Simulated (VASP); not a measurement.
# AgB2 (P6/mmm) in VASP: a series of runs

One crystal, AgB2, is run at these levels: r2SCAN; tasks: single point.

Program: VASP 6.6.1. These are calculated values, not measurements. Logs are shortened: lines on timing, memory, paths and dates and some standing lists are left out, and cuts for length are marked.

## 1. Starting point

Symmetry: P6/mmm, No. 191, hexagonal system. Conventional cell: a = 3.000 Å, b = 3.000 Å, c = 3.240 Å, α = 90.00°, β = 90.00°, γ = 120.00°. Ag (site symmetry 6/mmm) has 12 B at 2.37 Å as nearest neighbours. B (site symmetry -6m2) is surrounded by 3 B at 1.73 Å.

## 2. Single point, r2SCAN

INCAR

```
SYSTEM = AgB2
PREC = Accurate
ENCUT = 460
EDIFF = 1E-6
ISMEAR = 0
SIGMA = 0.05
LREAL = Auto
LASPH = .True.
NELM = 100
ALGO = Normal
ISIF = 2
LWAVE = .False.
LCHARG = .False.
METAGGA = R2SCAN
LMIXTAU = .True.
ADDGRID = .False.
```

KPOINTS

```
regular mesh
0
Gamma
  4 4 3
  0 0 0
```

POSCAR

```
AgB2
1.0
    3.0000000000      0.0000000000      0.0000000000
   -1.5000000000      2.5980762114      0.0000000000
    0.0000000000      0.0000000000      3.2400000000
Ag B
1 2
Direct
    0.0000000000      0.0000000000      0.0000000000
    0.6666666667      0.3333333333      0.5000000000
    0.3333333333      0.6666666667      0.5000000000
```

Potentials or basis: VASP PAW PBE potentials, release 64 (Ag, B).

Command:

```bash
> cat potpaw_PBE.64/Ag/POTCAR potpaw_PBE.64/B/POTCAR > POTCAR
> mpirun -np 1 vasp_std > vasp.out
```

OUTCAR:

```text
SYSTEM = AgB2
   PREC = Accurate
   ENCUT = 460
   EDIFF = 1E-6
   ISMEAR = 0
   LREAL = Auto
   LASPH = .True.
   NELM = 100
   ISIF = 2
   METAGGA = R2SCAN

 Found      8 irreducible k-points:

 Following reciprocal coordinates:
            Coordinates               Weight
  0.000000  0.000000  0.000000      1.000000
  0.250000 -0.000000  0.000000      6.000000
  0.500000 -0.000000  0.000000      3.000000
  0.250000  0.250000  0.000000      6.000000
  0.000000  0.000000  0.333333      2.000000
  0.250000 -0.000000  0.333333     12.000000
   k-points           NKPTS =      8   k-points in BZ     NKDIM =      8   number of bands    NBANDS=     12
   number of dos      NEDOS =    301   number of ions     NIONS =      3
   total plane-waves  NPLWV =  13824
   dimension x,y,z NGX =    24 NGY =   24 NGZ =   24
   dimension x,y,z NGXF=    48 NGYF=   48 NGZF=   48
   ions per type =               1   2
   NGX,Y,Z   is equivalent  to a cutoff of  13.30, 13.30, 12.31 a.u.
   NGXF,Y,Z  is equivalent  to a cutoff of  26.60, 26.60, 24.63 a.u.
 SYSTEM =  AgB2
   PREC   = accura    normal or accurate (medium, high low for compatibility)
   ISTART =      0    job   : 0-new  1-cont  2-samecut
   ICHARG =      2    charge: 1-file 2-atom 10-const
   ISPIN  =      1    spin polarized calculation?
   LNONCOLLINEAR =      F non collinear calculations
   LSORBIT =      F    spin-orbit coupling
   LASPH  =      T    aspherical Exc in radial PAW
   ENCUT  =  460.0 eV  33.81 Ry    5.81 a.u.   5.25  5.25  5.67*2*pi/ulx,y,z
   NELM   =    100;   NELMIN=  2; NELMDL= -5     # of ELM steps
   EDIFF  = 0.1E-05   stopping-criterion for ELM
   LREAL  =      T    real-space projection
   EDIFFG = 0.1E-04   stopping-criterion for IOM
   NSW    =      0    number of steps for IOM
   IBRION =     -1    ionic relax: 0-MD 1-quasi-New 2-CG
   NFREE  =      0    steps in history (QN), initial steepest desc. (CG)
   ISIF   =      2    stress and relaxation
   ISYM   =      2    0-nonsym 1-usesym 2-fastsym
   POTIM  = 0.5000    time-step for ionic-motion
   TEBEG  =    0.0;   TEEND  =   0.0 temperature during run
   PSTRESS=    0.0 pullay stress
   NELECT =      17.0000    total number of electrons
   NUPDOWN=      -1.0000    fix difference up-down
   EMIN   =  10.00;   EMAX   =-10.00  energy-range for DOS
   EFERMI =   0.00;   METHOD = LEGACY
   ISMEAR =     0;   SIGMA  =   0.05  broadening in eV -4-tet -1-fermi 0-gaus
   EFERMI_NEDOS =   21; number of points for ismear=-14 and -15
   IALGO  =     38    algorithm
   IMIX   =      4    mixing-type and parameters
     AMIX     =   0.40;   BMIX     =  1.00
     AMIX_MAG =   1.60;   BMIX_MAG =  1.00
  volume/ion in A,a.u.               =       8.42        56.81
  Fermi-wavevector in a.u.,A,eV,Ry     =   1.434779  2.711340 28.008838  2.058591
  Thomas-Fermi vector in A             =   2.554150
   LORBIT       =      0    0 simple, 1 ext, 2 COOP (PROOUT), +10 PAW based schemes
   METAGGA = R2SCAN    functional components
   LHFCALC =     F    Hartree Fock is set to
   AEXX    =    0.0000 exact exchange contribution
   IVDW    =     0    specifies the selected vdW correction
   LEPSILON=     F    determine dielectric tensor
   LRPA    =     F    only Hartree local field effects (RPA)
 non-spin polarized calculation
 Gauss-broadening in eV      SIGMA  =   0.05
  energy-cutoff  :      460.00
  volume of cell :       25.25
 maximum number of plane-waves:       571
 NGX is ok and might be reduce to    24
   NGX = 11   NGY = 11   NGZ = 11

 number of electron      16.9999992 magnetization

 Free energy of the ion-electron system (eV)
  ---------------------------------------------------
  ext. energy  EPLUGINS =         0.00000000
  ---------------------------------------------------
  free energy    TOTEN  =       -32.99391035 eV

  energy without entropy =      -32.98665418  energy(sigma->0) =      -32.99028227

 E-fermi :  10.4532     XC(G=0): -14.2715

 val. band max:       10.4324476024   @ k =   0.2500  -0.0000   0.3333
 cond. band min:      10.5065804729   @ k =   0.5000  -0.0000   0.3333
 fundamental gap:      0.0741328705
 Fermi energy:        10.4531798399

 k-point     1 :       0.0000    0.0000    0.0000
  band No.  band energies     occupation
      1      -4.5306      2.00000
      2       3.3969      2.00000
      3       3.8232      2.00000
      4       3.8233      2.00000
      5       5.4668      2.00000
      6       5.4668      2.00000
      7       7.2860      2.00000
      8      11.7043      0.00000
      9      11.7043      0.00000
     10      16.4938      0.00000
     11      16.4938      0.00000
     12      16.7920      0.00000

 k-point     2 :       0.2500   -0.0000    0.0000
  band No.  band energies     occupation
      1      -3.3001      2.00000
      2       2.8232      2.00000
      3       3.7181      2.00000
      4       3.8308      2.00000
      5       4.5926      2.00000
      6       5.3065      2.00000
      7       8.3427      2.00000
      8       9.1328      2.00000
      9      10.3678      1.98428
     10      16.5215      0.00000
     11      17.9048      0.00000
     12      18.2460      0.00000

 k-point     3 :       0.5000   -0.0000    0.0000
  band No.  band energies     occupation
      1      -0.4034      2.00000
      2       0.1931      2.00000
      3       3.0993      2.00000
      4       3.3395      2.00000
      5       5.1514      2.00000
      6       5.9898      2.00000
      7       7.0432      2.00000
      8       7.2335      2.00000
      9      13.8139      0.00000
     10      15.2240      0.00000
     11      17.3731      0.00000
     12      17.3968      0.00000

 k-point     4 :       0.2500    0.2500    0.0000
  band No.  band energies     occupation
      1      -1.0619      2.00000
      2       1.7039      2.00000
      3       2.8646      2.00000
      4       3.4735      2.00000
      5       4.5808      2.00000
      6       5.4609      2.00000
      7       6.6707      2.00000
      8       7.1750      2.00000
      9      13.7399      0.00000
     10      16.1981      0.00000
     11      18.0102      0.00000
     12      20.4420      0.00000

 k-point     5 :       0.0000    0.0000    0.3333
  band No.  band energies     occupation
      1      -3.1942      2.00000
      2       1.7963      2.00000
      3       4.2865      2.00000
      4       4.2865      2.00000
      5       4.8598      2.00000
      6       4.8598      2.00000
      7       5.8073      2.00000
      8      10.6627      0.00000
      9      10.6627      0.00000
     10      18.0700      0.00000
     11      18.9922      0.00000
     12      18.9922      0.00000

 k-point     6 :       0.2500   -0.0000    0.3333
  band No.  band energies     occupation
      1      -2.2999      2.00000
      2       2.3647      2.00000
      3       3.6834      2.00000
      4       3.9971      2.00000
      5       4.0678      2.00000
      6       5.1450      2.00000
      7       6.5685      2.00000
      8       9.3834      2.00000
      9      10.4324      1.44239
     10      16.3284      0.00000
     11      17.8566      0.00000
     12      21.7705      0.00000

 [... further k-points ...]
[... 5 lines left out ...]
  --------------------------------------------------------------------------------------
  -------------------------------------------------------------------------------------
  Total        6.1394877      6.1394877     13.4105931      0.0000000     -0.0000000      0.0000000
  in kB      389.5153373    389.5153373    850.8253386      0.0000000     -0.0000000      0.0000000
  external PRESSURE =     543.2853377 kB  Pullay stress =       0.0000000 kB

 VOLUME and BASIS-vectors are now :
 -----------------------------------------------------------------------------
  energy-cutoff  :      460.00
  volume of cell :       25.25
      direct lattice vectors                 reciprocal lattice vectors
     3.000000000  0.000000000  0.000000000     0.333333333  0.192450090  0.000000000
    -1.500000000  2.598076211  0.000000000     0.000000000  0.384900179  0.000000000
     0.000000000  0.000000000  3.240000000     0.000000000  0.000000000  0.308641975

 POSITION                                       TOTAL-FORCE (eV/Angst)
 -----------------------------------------------------------------------------------
      0.00000      0.00000      0.00000         0.000000      0.000000      0.000000
      1.50000      0.86603      1.62000        -0.000000      0.000000      0.000000
     -0.00000      1.73205      1.62000         0.000000      0.000000      0.000000
 -----------------------------------------------------------------------------------
    total drift:                               -0.000000      0.000000      0.000000

  FREE ENERGIE OF THE ION-ELECTRON SYSTEM (eV)
  ---------------------------------------------------
  free  energy   TOTEN  =       -32.9939103482 eV

  energy  without entropy=      -32.9866541842  energy(sigma->0) =      -32.99028227
```

stdout:

```text
POSCAR found type information on POSCAR AgB
 POSCAR found :  2 types and       3 ions
 scaLAPACK will be used
 -----------------------------------------------------------------------------
|                                                                             |
|                                                                             |
|     You have a (more or less) 'small supercell' and for smaller cells       |
|     it is recommended to use the reciprocal-space projection scheme!        |
|     The real-space optimization is not efficient for small cells and it     |
|     is also less accurate ...                                               |
|     Therefore, set LREAL=.FALSE. in the INCAR file.                         |
|                                                                             |
 -----------------------------------------------------------------------------

 -----------------------------------------------------------------------------
|                                                                             |
|                                                                             |
|     You enforced a specific xc type in the INCAR file but a different       |
|     I HOPE YOU KNOW WHAT YOU ARE DOING!                                     |
|                                                                             |
 -----------------------------------------------------------------------------

 LDA part: xc-table for (None), standard interpolation
 POSCAR, INCAR and KPOINTS ok, starting setup
 FFT: planning ... GRIDC
 FFT: planning ... GRID_SOFT
 FFT: planning ... GRID
 WAVECAR not read
 entering main loop
```

Wall time 9.8 s (1 thread of Intel Xeon 6975P-C (Granite Rapids), shared host); peak memory 0.14 GiB.

The run converged, but some of its settings lie outside the range that counts as converged, so its numbers aren't taken as properties of the crystal.

Results:

- Free energy: -32.9939 eV
- Pressure: 54.3 GPa
- Band gap on the k mesh: none (metal or under the smearing width)

Caveat: the k mesh is coarse (spacing up to 0.65 Å⁻¹), so the values aren't converged; a pressure of tens of GPa on the cell as given is suspect, and the run, the potentials or the cell itself is likely at fault; the PAW data sets were made with another functional, which shifts forces and pressure a little.

## 3. Single point, r2SCAN

INCAR is that of step 2.

KPOINTS is that of step 2.

POSCAR

```
AgB2
1.0
    3.0000000000      0.0000000000      0.0000000000
   -1.5000000000      2.5980762114      0.0000000000
    0.0000000000      0.0000000000      3.2400000000
Ag B
1 2
Direct
    0.0172000000      0.0014340000     -0.0107780000
    0.6537670000      0.3220700000      0.4709270000
    0.3421410000      0.7037590000      0.5156140000
```

Potentials or basis: VASP PAW PBE potentials, release 64 (Ag, B).

Command:

```bash
> cat potpaw_PBE.64/Ag/POTCAR potpaw_PBE.64/B/POTCAR > POTCAR
> mpirun -np 1 vasp_std > vasp.out
```

It took 18 s on 1 thread of Intel Xeon 6975P-C (Granite Rapids), shared host; peak memory 0.15 GiB.

The run converged, but some of its settings lie outside the range that counts as converged, so its numbers aren't taken as properties of the crystal.

What came out:

* Free energy: -32.8802 eV
* Pressure: 57.9 GPa
* Largest force: 1.798 eV/Å
* Band gap on the k mesh: none (metal or under the smearing width)

Caveat: the k mesh is coarse (spacing up to 0.65 Å⁻¹), so the values aren't converged; the PAW data sets were made with another functional, which shifts forces and pressure a little.

## 4. Single point, r2SCAN

INCAR: that of step 3 with these lines changed.

```diff
@@ -3,6 +3,6 @@
 ENCUT = 460
-EDIFF = 1E-6
+EDIFF = 0.01
 ISMEAR = 0
 SIGMA = 0.05
-LREAL = Auto
+LREAL = .False.
 LASPH = .True.
```

KPOINTS is that of step 3.

POSCAR

```
AgB2
1.0
    3.0000000000      0.0000000000      0.0000000000
   -1.5000000000      2.5980762114      0.0000000000
    0.0000000000      0.0000000000      3.2400000000
Ag B
1 2
Direct
    0.0000000000      0.0000000000      0.0000000000
    0.6666666667      0.3333333333      0.5000000000
    0.3333333333      0.6666666667      0.5000000000
```

Command:

```bash
> cat potpaw_PBE.64/Ag/POTCAR potpaw_PBE.64/B/POTCAR > POTCAR
> mpirun -np 1 vasp_std > vasp.out
```

Wall time 5.1 s (1 thread of Intel Xeon 6975P-C (Granite Rapids), shared host); peak memory 0.13 GiB.

The run converged, but some of its settings lie outside the range that counts as converged, so its numbers aren't taken as properties of the crystal.

What came out:

```yaml
Free_energy: -32.9933 eV
Pressure: 49.8 GPa
Band_gap_on_the_k_mesh: none (metal or under the smearing width)
```

Caveat: the k mesh is coarse (spacing up to 0.65 Å⁻¹), so the values aren't converged; a pressure of tens of GPa on the cell as given is suspect, and the run, the potentials or the cell itself is likely at fault; the PAW data sets were made with another functional, which shifts forces and pressure a little.
